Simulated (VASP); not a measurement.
Input:

```
CELL_PARAMETERS angstrom
      4.68400    -1.69800     0.00000
      4.68400     1.69800     0.00000
     -3.83093     0.00000     6.79326
ATOMIC_POSITIONS crystal
  Nb 0.15740 0.15740 0.19650
  Nb 0.84260 0.84260 0.80350
  As 0.40590 0.40590 0.10840
  As 0.59410 0.59410 0.89160
  As 0.86000 0.86000 0.47200
  As 0.14000 0.14000 0.52800
```

These are LDA (Ceperley-Alder, Perdew-Zunger), VASP's LDA PAW potentials (set 64) (plane waves; VASP) values and carry that method's errors. Numerical set-up: 300 eV cut-off, 4×4×2 Γ-centred mesh, Fermi-Dirac smearing of 0.050 eV, potentials Nb_sv As.

At this cut-off the stress carries a Pulay error, which pulls relaxed volumes low. Energy and stress use the plane-wave basis of the starting cell.

### Question
The ions, cell shape and volume are relaxed. Predict the relaxed structure.

### Answer

```
CELL_PARAMETERS angstrom
      4.62805    -1.67490    -0.00112
      4.62805     1.67490    -0.00112
     -3.78678     0.00000     6.73470
ATOMIC_POSITIONS crystal
  Nb 0.15644 0.15644 0.19530
  Nb 0.84356 0.84356 0.80470
  As 0.40588 0.40588 0.10923
  As 0.59412 0.59412 0.89077
  As 0.85868 0.85868 0.47228
  As 0.14132 0.14132 0.52772
```
Space group C2/m (12), at a tolerance of 0.03 Å.

### Question
How do energy and volume change from the first to the last step?

### Answer
The energy (σ→0) changes by -10.5 meV/atom and the volume by -3.4 %, in 9 ionic steps.

| step | E(σ→0) (eV) | max force (eV/Å) | pressure (GPa) | volume (Å³) |
|---|---|---|---|---|
| 1 | -47.6339 | 0.264 | -5.05 | 108.06 |
| 2 | -47.5537 | 0.498 | 9.04 | 99.43 |
| 3 | -47.6939 | 0.106 | -0.03 | 104.54 |
| 4 | -47.6939 | 0.102 | 0.05 | 104.47 |
| 5 | -47.6964 | 0.054 | 0.05 | 104.42 |
| 6 | -47.6966 | 0.036 | 0.05 | 104.40 |
| 7 | -47.6969 | 0.012 | -0.05 | 104.47 |
| 8 | -47.6969 | 0.013 | -0.06 | 104.47 |
| 9 | -47.6970 | 0.009 | 0.03 | 104.39 |

The structure comes from a measured NbAs2 entry of the Crystallography Open Database, whose conditions weren't checked. This run relaxes it. Symmetry was kept, so distortions that lower it aren't found. The k-mesh is coarse (spacing up to 0.51 per Å, 2π included), so the numbers may not be converged in it. The run is one of a series of settings (EDIFFG = -0.01, IBRION = 2, ISIF = 3, NSW = 50 against the base run), some of them coarse on purpose.
